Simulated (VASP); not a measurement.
Cost and result of VASP (PAW) for the lattice constant a of HfN (rock salt). Static lattice. The cost counts the five points of the equation of state, each on the mesh and cut-off of its row, so the ratios hold those differences too. With PBE it took about 3 core-minutes. The timings are rough (shared machines, no repeats); factors under 2 mean little.

| level | k-mesh | cut-off (eV) | lattice constant a (Å) | cost over PBE |
|---|---|---|---|---|
| LDA | 14×14×14 | 520 | ___ | within a factor of 2 |
| PBEsol | 14×14×14 | 520 | 4.491 | within a factor of 2 |
| PBE | 14×14×14 | 520 | 4.535 | reference |
| r2SCAN | 14×14×14 | 520 | 4.512 | about 6 times |
| SCAN | 14×14×14 | 520 | ___ | ___ |

### Question
Complete the blanks.

### Answer

- LDA, lattice constant a (Å): 4.463
- SCAN, lattice constant a (Å): 4.494
- SCAN, cost over PBE: about 7 times

Left out are levels that failed, ran on another kind of processor or have no fit band path; at most nine are shown.

The compound is HfN in the rock salt structure.
